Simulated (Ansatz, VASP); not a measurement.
# HfAlB4 in VASP and in Ansatz

```xyz
6
Lattice="2.9696 0.0000 0.0000 -1.4848 2.5718 0.0000 0.0000 0.0000 6.4144" Properties=species:S:1:pos:R:3 pbc="T T T"
Hf    0.0000    0.0000    0.0000
Al    0.0000    0.0000    3.2072
B     0.0000    1.7145    1.6036
B     0.0000    1.7145    4.8108
B     1.4848    0.8573    1.6036
B     1.4848    0.8573    4.8108
```

Alike in both runs: task single point; functional PBE; k mesh 6 × 6 × 4; occupations gaussian, width 0.1 eV; no spin polarisation.

```csv
,VASP,Ansatz
version,VASP 6.6.1,Ansatz 0.2.0
potentials or method,"VASP PAW PBE potentials, release 64 (Hf_pv, Al, B)","scalar-relativistic, plane waves, PAW"
plane-wave cutoff (eV),520,420
valence electrons in the cell,25,41
```

Ansatz gave:

| Property | Result |
| --- | --- |
| gap on the k mesh at the Fermi level (eV) | none |
| rms of the force components (eV/Å) | 0.721 |

Question: Which values does VASP return?

Answer: gap on the k mesh at the Fermi level (eV): none; rms of the force components (eV/Å): 0.729.

Atom by atom the forces differ by 0.008 eV/Å (rms over components). A gap of «none» marks a metal or a gap that the smearing closes. The two sets of potentials don't hold the same shells in valence.

Caveats: the k mesh is coarse (spacing up to 0.41 Å⁻¹), so the values aren't converged; forces of over 1 eV/Å show positions far from the minimum, so gaps and moduli don't describe the material at rest. Spin-orbit coupling is left out, which matters for the levels of Hf.
